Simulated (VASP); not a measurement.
Data:

```yaml
crystal:
  lattice:
    - [0.00000, 2.65774, 2.65774]
    - [2.65774, 0.00000, 2.65774]
    - [2.65774, 2.65774, 0.00000]
  atoms:
    - { symbol: Cd, position: [0.00000, 0.00000, 0.00000] }
    - { symbol: F, position: [0.25000, 0.25000, 0.25000] }
    - { symbol: F, position: [0.75000, 0.75000, 0.75000] }
```

All values below come from LDA (Ceperley-Alder, Perdew-Zunger), VASP's LDA PAW potentials (set 64) (plane waves; VASP 6.6.1). Run with 520 eV cut-off, Gaussian smearing of 0.050 eV, potentials Cd F.

Q: What does the run give for the band gap (along the path) with the smallest direct gap where there is one?

A: 
- band gap (along the path): 2.94 eV
- smallest direct gap (along the path): 3.37 eV

Only differences to runs with the same potentials and settings are physical.

The compound is CdF2 in the fluorite structure. It was relaxed first.
